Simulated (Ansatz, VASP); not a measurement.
## InH in two plane-wave programs

Wanted: the spread between two codes on one cell, functional and k mesh. The cell is generated by rule, not measured, and may not be a known phase. Of the first pair: The cell is taken from a series of runs on this material, whose earlier steps may have relaxed, scaled, displaced or heated it; both programs get it as it stands.

Main program and level: Ansatz 0.2.0; plane waves, with VASP 6.6.1 beside it; relaxation of cell and atoms at PBE.

## (1) Starting point

The structure is hexagonal, space group P6_3/mmc (No. 194). The conventional cell has a = 3.772 Å, b = 3.772 Å, c = 5.891 Å, α = 90.00°, β = 90.00°, γ = 120.00°. Nearest to In lie 3 H at 2.18 Å. H has 3 In at 2.18 Å nearest. Farther neighbours are not listed.

## (2) Ansatz: relaxation of cell and atoms, PBE, pair 1

Ansatz runs on its default PAW (the set named soft_2) files.

The relaxed volume is the usual yardstick between codes: in a stiff, nearly cubic crystal its relative difference is about their pressure difference at one cell divided by the bulk modulus.

input.yaml

```yaml
crystal:
  lattice:
    - [3.7721968407, 2.531e-06, 0.0]
    - [-1.8861006122, 3.2668170266, 0.0]
    - [0.0, 0.0, 5.8913884265]
  atoms:
    - { symbol: In, position: [0.3333333333, 0.6666666667, 0.25] }
    - { symbol: In, position: [0.6666666667, 0.3333333333, 0.75] }
    - { symbol: H, position: [0.6666666667, 0.3333333333, 0.25] }
    - { symbol: H, position: [0.3333333333, 0.6666666667, 0.75] }
kpoints:
  mp_grid: { grid: [12, 12, 6] }
hamiltonian:
  xc: pbe
scf:
  occupations: { method: gaussian, width: 0.1 }
output:
  forces: true
  stress: true
  eigenvalues: true
  write_density: true
  write_potential: true
  elf: true
  volumetric_format: npy
relax:
  adjacent_minimum: "off"
  f_tol: 0.005
  max_steps: 80
  cell: { stress_tol: 0.05 }
```

Started as:

```sh
ansatz run input.yaml --threads 4 --pin off --max-ram 7168MiB --backend cpu --events-out ev --progress --plain --runs-dir out
```

Numbers of over 12 decimals in the logs are rounded to 6 here.

The log of the run:

```text
Engine: ansatz 0.2.0, aarch64-unknown-linux-gnu
Pseudopotentials: kind: paw
Pseudopotential: In, paw, valence charge 13, recommended cutoff 420 eV (normal), In.paw.azcp
Pseudopotential: H, paw, valence charge 1, recommended cutoff 420 eV (normal), H.paw.azcp
Functional definition: PBE
  parameter kappa = 0.804
  parameter beta = 0.066725
  exchange = pbe_x(kappa = kappa, mu = beta*pi^2/3)
  correlation = pbe_c(beta = beta)
Crystal: 4 atoms, lattice volume = 72.600 Å³
Basis set: ecut = 420 eV, 1423 PW (Γ), exchange–correlation on 54×54×80 points (8 copies of the dense FFT grid, shifted against one another)
Bands: 18, of which v1, the nominal top of the filled ones, is band 14 counted from 1 (13 counted from 0)
Symmetry: 24 space group operations
Space group: P63/mmc (ITA 194), of the structure as read, at distance tolerance 4.2e-5 Å
k-points: 76 of 864
Non-local potential: In, projectors of the file, l = 0: 2, l = 1: 2, l = 2: 2, l = 3: 2
Non-local potential: H, projectors of the file, l = 0: 2, l = 1: 1
PAW form: soft (Blöchl's): semilocal exchange-correlation on the pseudo side does not see the compensation charge
PAW one-centre angular grid: In, 590 points (default); XC on 64 Gauss nodes
PAW one-centre angular grid: H, 110 points (default); XC on 64 Gauss nodes
Initial density: superposition of atomic densities (neutral atoms: chi_scale 0, normalization atom), corrected by the library's trained network
Initial wavefunctions: pseudopotential atomic-orbital guess
Functional: x = pbe(κ = 0.804, μ = 0.219515), c = pbe(β = 0.066725)
SCF iter   1: F=—  HF=-11225.489969 eV  |F-HF|=—  |Δ(HF+E_count)|=         —  Δρ=2.97e-3  dr2=7.85e-3  ethr=1.77e-3  ⟨swp⟩=5.8  Hψ=6722  notcnv=0
preconditioner: auto → Kerker (q_TF=auto, 2.328 Å⁻¹)  [metal: Δε(μ)=0.043 eV  Ē_g=14.272 eV  σ=0.100 eV  W_gap=0.23  n_scr=22 (ndim 8)  ℏωp=23.1 eV  f_vac=0.000  D(μ)=1.25/eV (n_scr^D=2)]
SCF iter   2: F=—  HF=-11225.487449 eV  |F-HF|=—  |Δ(HF+E_count)|=   2.52e-3  Δρ=1.60e-3  dr2=2.95e-3  ethr=2.80e-5  ⟨swp⟩=1.2  Hψ=2044  notcnv=0
SCF iter   3: F=—  HF=-11225.487198 eV  |F-HF|=—  |Δ(HF+E_count)|=   2.51e-4  Δρ=7.52e-4  dr2=3.31e-4  ethr=1.05e-5  ⟨swp⟩=2.9  Hψ=2451  notcnv=0
SCF iter   4: F=—  HF=-11225.487156 eV  |F-HF|=—  |Δ(HF+E_count)|=   4.23e-5  Δρ=3.34e-4  dr2=8.88e-5  ethr=1.18e-6  ⟨swp⟩=2.0  Hψ=2405  notcnv=0
SCF iter   5: F=—  HF=-11225.487193 eV  |F-HF|=—  |Δ(HF+E_count)|=   3.79e-5  Δρ=1.87e-4  dr2=1.59e-5  ethr=3.17e-7  ⟨swp⟩=2.0  Hψ=2404  notcnv=0
SCF iter   6: F=—  HF=-11225.487188 eV  |F-HF|=—  |Δ(HF+E_count)|=   5.89e-6  Δρ=1.60e-5  dr2=2.97e-7  ethr=5.67e-8  ⟨swp⟩=2.0  Hψ=2382  notcnv=0
SCF iter   7: F=—  HF=-11225.487188 eV  |F-HF|=—  |Δ(HF+E_count)|=   2.61e-7  Δρ=1.83e-5  dr2=1.55e-7  ethr=3.57e-10  ⟨swp⟩=9.8  Hψ=10259  notcnv=0
SCF iter   8: F=-11225.487188 eV  HF=-11225.487188 eV  |F-HF|=1.18e-8  |Δ(HF+E_count)|=   6.69e-8  Δρ=5.07e-6  dr2=1.22e-8  ethr=3.57e-10  ⟨swp⟩=7.4  Hψ=7379  notcnv=0
SCF 1 converged in 8 iterations: F = -11225.487188 eV  dr2 = 1.22e-8
  greatest PAW one-centre occupation: 0.983 electrons in one spin orbital (limit 2), on the In atom at site 1 (counted from 0), in its partial waves of l = 2
relax step   1: F+E_penalty+E_count = -11225.48718771 eV  Δ(F+E_penalty+E_count) = +0.000e0 eV  max|allowed force component| = 1.670e-16 eV/Å  Δτ_max = 0.0000 Å  P = -0.003 GPa  Ω = 72.600 Å³  (8 SCF iters, dr2 threshold 1.00e-7 eV, accepted)
Initial density: handed on by an earlier stage of this run
Initial wavefunctions: pseudopotential atomic-orbital guess (no wavefunctions were taken with the density)
iter 1 solved again at ethr=3.33e-7 eV; its pass at ethr=3.10e-3 eV (dr2=9.32e-5 eV) is discarded
SCF iter   1: F=—  HF=-11225.487190 eV  |F-HF|=—  |Δ(HF+E_count)|=         —  Δρ=3.86e-6  dr2=8.24e-9  ethr=3.33e-7  ⟨swp⟩=2.4  Hψ=9808  notcnv=0
eigensolver tolerance schedule: the retry pair's looser diagonalisation over-reported the residual by 11303.99 of it (diagonalisation noise at an unbounded share of the residual, at the tolerance the schedule requests for it); recorded, not acted on — ethr = c·dr2/N_el stays at c = 1.0e-1
preconditioner: auto → Kerker (q_TF=auto, 2.328 Å⁻¹)  [metal: Δε(μ)=0.051 eV  Ē_g=14.295 eV  σ=0.100 eV  W_gap=0.28  n_scr=22 (ndim 8)  ℏωp=23.1 eV  f_vac=0.000  D(μ)=1.18/eV (n_scr^D=2)]
SCF iter   2: F=—  HF=-11225.487188 eV  |F-HF|=—  |Δ(HF+E_count)|=   2.34e-6  Δρ=2.59e-6  dr2=3.34e-9  ethr=2.94e-11  ⟨swp⟩=3.1  Hψ=3363  notcnv=0
SCF iter   3: F=—  HF=-11225.487188 eV  |F-HF|=—  |Δ(HF+E_count)|=  9.09e-11  Δρ=2.24e-6  dr2=2.14e-9  ethr=1.19e-11  ⟨swp⟩=2.0  Hψ=2429  notcnv=0
SCF iter   4: F=—  HF=-11225.487188 eV  |F-HF|=—  |Δ(HF+E_count)|=   1.10e-9  Δρ=9.06e-7  dr2=4.22e-10  ethr=7.65e-12  ⟨swp⟩=2.0  Hψ=2126  notcnv=0
SCF iter   5: F=-11225.487188 eV  HF=-11225.487188 eV  |F-HF|=1.46e-11  |Δ(HF+E_count)|=  1.84e-10  Δρ=1.25e-7  dr2=1.27e-11  ethr=1.00e-12  ⟨swp⟩=4.9  Hψ=6519  notcnv=0
SCF 2 converged in 5 iterations: F = -11225.487188 eV  dr2 = 1.27e-11
relax step   2: F+E_penalty+E_count = -11225.48718772 eV  Δ(F+E_penalty+E_count) = -6.097e-9 eV  max|allowed force component| = 1.019e-16 eV/Å  Δτ_max = 0.0000 Å  P = -0.003 GPa  Ω = 72.600 Å³  stress off target by 4.48e-3 GPa  SCF on the basis re-selected at this cell (its energy is not comparable with the rows above)  (5 SCF iters)
basis re-selected at this cell: Δ(F+E_penalty+E_count) = -6.097e-9 eV, ΔP = -0.000 GPa vs the last step (what re-selecting the basis moved, of the pressure what is left beyond the Pulay correction that the steps carried, after the strain that the cell walked since its last selection, with what the two solves' SCF thresholds leave and, on support functions, any second-order correction that the steps lacked; it is no m [...]
SCF converged after 5 iterations
Free energy (F): -11225.487188 eV
Harris-Foulkes:  -11225.487188 eV  (|F-HF|=1.46e-11)
Internal energy: -11225.481265 eV  (E = F + TS)
E sigma→0 (E₀):  -11225.484226 eV
Entropy (-TS):   -0.005923 eV (-1.481 meV/atom)
Fermi energy:    6.980710 eV
--- Per-component energies (eV) ---
  E_band       = -126.563469
  E_kinetic    = 505.648093
  E_local      = -2498.421641  (includes V_loc(G=0)·N_el)
  E_nonlocal   = 734.854657
  E_hartree    = 974.548949
  E_xc         = -448.452307
  E_vxc        = -221.017418  (∫ρ·V_xc dr)
  E_paw        = -8303.802991  (= ΣΔE_a)
  E_vpaw       = -596.723236  (= ΣTr[D̂ρ^β])
  E_aug_tail   = -0.001948  (compensation charges beyond the density's cutoff)
  E_ewald      = -2189.854077
  E_smearing   = -0.005923  (= −TS)
  E_closure    = -0.000000  (closes the sum)
  Σ components = -11225.487188   (vs F -11225.487188, Δ=0.00e0)
--- Forces (eV/Å), atoms counted from 1 ---
  atom   1  In    -0.00000000    -0.00000000     0.00000000
  atom   2  In     0.00000000     0.00000000     0.00000000
  atom   3  H     -0.00000000    -0.00000000     0.00000000
  atom   4  H      0.00000000     0.00000000     0.00000000
  max |Σ_I F_I| component: 3.64e-17 eV/Å
--- Stress (GPa, compression-positive) ---
       -0.004479       0.000000       0.000000
        0.000000      -0.004479      -0.000000
        0.000000       0.000000       0.000747
  P = ⅓ Tr σ = -0.0027 GPa (-0.027 kbar)
--- Band table (eV; the first three rows and the last of 76) ---
  k-point 0: bands = [... 10 lower, -2.3092, 0.7472, 4.5043, 9.6572, 9.9901, 12.1924, 12.1924, 14.0152]
  k-point 1: bands = [... 10 lower, -2.1918, 0.3132, 5.1571, 9.7400, 9.8254, 12.3024, 12.3024, 13.9124]
  k-point 2: bands = [... 10 lower, -1.8409, -0.5042, 6.5920, 9.2937, 10.0190, 12.0387, 12.6173, 12.6173]
  k-point 75: bands = [... 10 lower, 2.1545, 2.1545, 3.4987, 3.4987, 6.5611, 6.5611, 11.0277, 11.0277]
--- Relaxed structure (1 steps of the walk, 1 accepted, 1 SCFs on fresh bases) ---
  F+E_penalty+E_count = -11225.48718772 eV   max|allowed force component| = 1.019e-16 eV/Å   (the final SCF, on the basis selected at the relaxed cell)
  cell:  # Å, volume = 72.6001 Å³
    - [3.772197, 2.530965187551085e-6, 0.0]
    - [-1.886101, 3.266817, 0.0]
    - [0.0, 0.0, 5.8913884265]
  atoms:
    - { symbol: In, position: [0.333333, 0.666667, 0.250000] }
    - { symbol: In, position: [0.666667, 0.333333, 0.750000] }
    - { symbol: H, position: [0.666667, 0.333333, 0.250000] }
    - { symbol: H, position: [0.333333, 0.666667, 0.750000] }
```

The column dr2 measures how far the density is from self-consistency, as an energy; F and HF (Harris–Foulkes) agree once it is small.

## (3) VASP: relaxation of cell and atoms, PBE, pair 1

The same cell, functional, mesh and smearing now go to VASP, with its own data sets.

Lines of VASP's logs that name or quote its potential files are left out, and so is its time.

INCAR

```
SYSTEM = InH
PREC = Accurate
ENCUT = 500
EDIFF = 1E-07
NELM = 120
ISMEAR = 0
SIGMA = 0.1
LREAL = .FALSE.
ALGO = Normal
GGA = PE
NBANDS = 20
LORBIT = 11
LWAVE = .FALSE.
LCHARG = .FALSE.
ISIF = 3
IBRION = 2
NSW = 80
EDIFFG = -0.005
LASPH = .TRUE.
GGA_COMPAT = .FALSE.
NELMIN = 4
KPAR = 2
```

POSCAR

```
InH
1.0
    3.7721970000      0.0000030000      0.0000000000
   -1.8861010000      3.2668170000      0.0000000000
    0.0000000000      0.0000000000      5.8913880000
In H
2 2
Direct
    0.3333335101      0.6666666667      0.2500000000
    0.6666667550      0.3333333333      0.7500000000
    0.6666667550      0.3333333333      0.2500000000
    0.3333335101      0.6666666667      0.7500000000
```

KPOINTS

```
Automatic mesh
0
Gamma
12 12 6
0 0 0
```

PAW data sets: In_d and H (PBE family, release 64).

Started as:

```sh
mpirun -np 2 vasp_std
```

The log of the run:

```text
[banner, memory and clock lines left out]
running    2 mpi-ranks, on    1 nodes
 distrk:  each k-point on    1 cores,    2 groups
 distr:  one band on    1 cores,    1 groups

 POSCAR found type information on POSCAR InH
 POSCAR found :  2 types and       4 ions
 LDA part: xc-table for (Slater+PW92), standard interpolation
 POSCAR, INCAR and KPOINTS ok, starting setup
 FFT: planning ... GRIDC
 FFT: planning ... GRID_SOFT
 FFT: planning ... GRID
 WAVECAR not read
 entering main loop
       N       E                     dE             d eps       ncg     rms          rms(c)
DAV:   1     0.215904516932E+03    0.21590E+03   -0.13603E+04  3048   0.170E+03
DAV:   2     0.671346638788E+01   -0.20919E+03   -0.20504E+03  3048   0.376E+02
DAV:   3    -0.993237546325E+01   -0.16646E+02   -0.16425E+02  3676   0.123E+02
DAV:   4    -0.104756176166E+02   -0.54324E+00   -0.54230E+00  3480   0.246E+01
DAV:   5    -0.105050893182E+02   -0.29472E-01   -0.29470E-01  4496   0.488E+00    0.450E+00
DAV:   6    -0.100099815421E+02    0.49511E+00   -0.54291E-01  4044   0.716E+00    0.195E+00
DAV:   7    -0.994018110984E+01    0.69800E-01   -0.40685E-01  4264   0.349E+00    0.718E-01
DAV:   8    -0.994261607072E+01   -0.24350E-02   -0.27465E-02  3340   0.126E+00    0.317E-01
DAV:   9    -0.994327361333E+01   -0.65754E-03   -0.21882E-03  4244   0.593E-01    0.146E-01
DAV:  10    -0.994331642362E+01   -0.42810E-04   -0.41937E-04  4008   0.275E-01    0.791E-02
DAV:  11    -0.994332470944E+01   -0.82858E-05   -0.45168E-05  3416   0.484E-02    0.593E-02
DAV:  12    -0.994332692085E+01   -0.22114E-05   -0.87441E-06  4092   0.287E-02    0.143E-02
DAV:  13    -0.994332660348E+01    0.31737E-06   -0.10784E-06  3152   0.854E-03    0.483E-03
DAV:  14    -0.994332640139E+01    0.20209E-06   -0.27622E-07  2724   0.282E-03    0.177E-03
DAV:  15    -0.994332647996E+01   -0.78578E-07   -0.68377E-08  1628   0.247E-03
   1 F= -.99433265E+01 E0= -.99403596E+01  d E =-.994333E+01
 curvature:   0.00 expect dE= 0.000E+00 dE for cont linesearch  0.000E+00
 trial: gam= 0.00000 g(F)=  0.553E-42 g(S)=  0.482E-04 ort = 0.000E+00 (trialstep = 0.100E+01)
 search vector abs. value=  0.482E-04
 bond charge predicted
       N       E                     dE             d eps       ncg     rms          rms(c)
DAV:   1    -0.994389990658E+01   -0.57351E-03   -0.14013E-02  3432   0.201E+00    0.133E-01
DAV:   2    -0.994342652384E+01    0.47338E-03   -0.10469E-03  3408   0.583E-01    0.498E-02
DAV:   3    -0.994336146538E+01    0.65058E-04   -0.24213E-04  3720   0.267E-01    0.151E-02
DAV:   4    -0.994336189044E+01   -0.42507E-06   -0.89972E-06  3132   0.241E-02    0.120E-02
DAV:   5    -0.994336315853E+01   -0.12681E-05   -0.19993E-06  2772   0.845E-03    0.510E-03
DAV:   6    -0.994336418040E+01   -0.10219E-05   -0.48328E-07  2812   0.407E-03    0.117E-03
DAV:   7    -0.994336456924E+01   -0.38883E-06   -0.65134E-08  1680   0.307E-03    0.309E-04
DAV:   8    -0.994336455126E+01    0.17981E-07   -0.18179E-08  1580   0.208E-03
   2 F= -.99433646E+01 E0= -.99403731E+01  d E =-.380713E-04
 trial-energy change:   -0.000038  1 .order   -0.000037   -0.000048   -0.000027
 step:   1.9409(harm=  2.2430)  dis= 0.00000  next Energy=    -9.943378 (dE=-0.511E-04)
 bond charge predicted
       N       E                     dE             d eps       ncg     rms          rms(c)
DAV:   1    -0.994385536025E+01   -0.49079E-03   -0.12428E-02  3424   0.189E+00    0.126E-01
DAV:   2    -0.994343498963E+01    0.42037E-03   -0.92862E-04  3408   0.549E-01    0.470E-02
DAV:   3    -0.994337737240E+01    0.57617E-04   -0.21478E-04  3712   0.252E-01    0.140E-02
DAV:   4    -0.994337782951E+01   -0.45711E-06   -0.80338E-06  3120   0.228E-02    0.111E-02
DAV:   5    -0.994337911797E+01   -0.12885E-05   -0.17676E-06  2780   0.791E-03    0.473E-03
DAV:   6    -0.994338008031E+01   -0.96233E-06   -0.41683E-07  2828   0.383E-03    0.109E-03
DAV:   7    -0.994338043675E+01   -0.35644E-06   -0.51722E-08  1636   0.267E-03    0.287E-04
DAV:   8    -0.994338042366E+01    0.13084E-07   -0.13911E-08  1576   0.178E-03
   3 F= -.99433804E+01 E0= -.99403658E+01  d E =-.539437E-04
 curvature:  -1.06 expect dE=-0.211E-05 dE for cont linesearch -0.861E-06
 trial: gam=-0.08872 g(F)=  0.195E-42 g(S)=  0.199E-05 ort = 0.627E-05 (trialstep = 0.119E+01)
 search vector abs. value=  0.126E-05
 reached required accuracy - stopping structural energy minimisation
```

From OUTCAR (step 3):

```text
ion  position               nearest neighbor table
   1  0.333  0.667  0.250-   3 2.18   3 2.18   3 2.18   2 3.66   2 3.66   2 3.66   2 3.66   2 3.66
                             2 3.66
   2  0.667  0.333  0.750-   4 2.18   4 2.18   4 2.18   1 3.66   1 3.66   1 3.66   1 3.66   1 3.66
                             1 3.66
   3  0.667  0.333  0.250-   1 2.18   1 2.18   1 2.18
   4  0.333  0.667  0.750-   2 2.18   2 2.18   2 2.18

  LATTYP: Found a hexagonal cell.
 ALAT       =     3.7721970000
 C/A-ratio  =     1.5617922394

 Subroutine GETGRP returns: Found 24 space group operations
 (whereof 12 operations were pure point group operations)

The static configuration has the point symmetry D_3d.
 The point group associated with its full space group is D_6h.

 Found     76 irreducible k-points:

   k-points           NKPTS =     76   k-points in BZ     NKDIM =     76   number of bands    NBANDS=     20

   dimension x,y,z NGX =    28 NGY =   28 NGZ =   48
   dimension x,y,z NGXF=    56 NGYF=   56 NGZF=   96

   ENCUT  =  500.0 eV  36.75 Ry    6.06 a.u.   6.88  6.88 10.74*2*pi/ulx,y,z

   NELECT =      28.0000    total number of electrons

 k-points in reciprocal lattice and weights: Automatic mesh
   0.00000000  0.00000000  0.00000000       0.001
   0.08333333 -0.00000000  0.00000000       0.007
   0.16666667  0.00000000  0.00000000       0.007
   0.25000000 -0.00000000  0.00000000       0.007
   0.33333333 -0.00000000  0.00000000       0.007
   0.41666667 -0.00000000  0.00000000       0.007
   0.50000000 -0.00000000  0.00000000       0.003
   0.08333333  0.08333333  0.00000000       0.007
   0.16666667  0.08333333  0.00000000       0.014
[...]
0.33333333  0.25000000  0.50000000       0.014
   0.33333333  0.33333333  0.50000000       0.002

 average (electrostatic) potential at core
       1 -96.3146       2 -96.3146       3 -32.1793       4 -32.1793

 E-fermi :   4.9591

 k-point     1 :       0.0000    0.0000    0.0000
  band No.  band energies     occupation
    ...
      9      -9.4199      2.00000
     10      -9.4199      2.00000
     11      -4.3460      2.00000
     12      -1.2797      2.00000
     13       2.4733      2.00000
     14       7.6490      0.00000
     15       7.9780      0.00000
     16      10.1825      0.00000
     17      10.1825      0.00000
     18      12.0109      0.00000
    ...

 k-point     2 :       0.0833   -0.0000    0.0000
  band No.  band energies     occupation
    ...
      9      -9.4252      2.00000
     10      -9.4186      2.00000
     11      -4.2484      2.00000
     12      -1.1975      2.00000
     13       2.5838      2.00000
     14       6.9909      0.00000
     15       7.7577      0.00000
     16       9.7656      0.00000
     17      10.1923      0.00000
     18      11.5730      0.00000
    ...

 k-point     3 :       0.1667    0.0000    0.0000
  band No.  band energies     occupation
    ...
      9      -9.4387      2.00000
     10      -9.4154      2.00000
     11      -3.9554      2.00000
     12      -0.9508      2.00000
     13       2.9113      2.00000
     14       5.5945      0.00000
     15       7.1063      0.00000
     16       9.0162      0.00000
     17       9.6965      0.00000
     18      11.1712      0.00000
    ...

  Total       -0.0008961     -0.0008961     -0.0127982     -0.0000000      0.0000000      0.0000000
  in kB       -0.0198260     -0.0198260     -0.2831625     -0.0000000      0.0000000      0.0000000
  external PRESSURE =      -0.1076048 kB  Pullay stress =       0.0000000 kB

  energy-cutoff  :      500.00
  volume of cell :       72.41
      direct lattice vectors                 reciprocal lattice vectors
     3.768927656  0.000002997  0.000000000     0.265327338  0.153187080  0.000000000
    -1.884466326  3.263985666 -0.000000000    -0.000000244  0.306373754  0.000000000
    -0.000000000 -0.000000000  5.886497648    -0.000000000 -0.000000000  0.169880302

 POSITION                                       TOTAL-FORCE (eV/Angst)
 -----------------------------------------------------------------------------------
     -0.00000      2.17599      1.47162         0.000000      0.000000      0.000000
      1.88446      1.08800      4.41487        -0.000000     -0.000000      0.000000
      1.88446      1.08800      1.47162        -0.000000     -0.000000      0.000000
     -0.00000      2.17599      4.41487         0.000000     -0.000000      0.000000
 -----------------------------------------------------------------------------------
    total drift:                               -0.000263      0.000006     -0.000007

  FREE ENERGIE OF THE ION-ELECTRON SYSTEM (eV)
  ---------------------------------------------------
  free  energy   TOTEN  =        -9.9433804237 eV

  energy  without entropy=       -9.9373510913  energy(sigma->0) =       -9.94036576

 reached required accuracy - stopping structural energy minimisation

 total charge
# of ion       s       p       d       tot
------------------------------------------
    1        1.040   0.405   9.858  11.302
    2        1.040   0.405   9.858  11.302
    3        0.462   0.011   0.000   0.473
    4        0.462   0.011   0.000   0.473
--------------------------------------------------
tot          3.004   0.832  19.715  23.551

[... 3 further parts left out ...]
```

CONTCAR:

```
InH
   1.00000000000000
     3.7689276556594633    0.0000029973017629    0.0000000000000000
    -1.8844663257479963    3.2639856659146953   -0.0000000000000000
    -0.0000000000000000   -0.0000000000000000    5.8864976482180031
  In              H
     2     2
Direct
     0.3333335100999975    0.6666666667000030    0.2500000000000000
     0.6666667550000014    0.3333333332999970    0.7500000000000000
     0.6666667550000014    0.3333333332999970    0.2500000000000000
     0.3333335100999975    0.6666666667000030    0.7500000000000000
```

The run keeps the 24 symmetry operations of its start, so it cannot find a distortion of lower symmetry.

(Continued in part 2 of 2.)

[Lines on the potential files, build, host, timing and source positions are cut from VASP's logs without a mark.]

[Logs are printed without paths, hosts, clocks, repeated set-up lines and the standing remarks that a program may print on its own settings, such as how far it seeks lower states.]

[Hosts, paths, dates, database ids (printed as entryN), source tags and the programs' standing remarks are cut or masked in the printed files.]
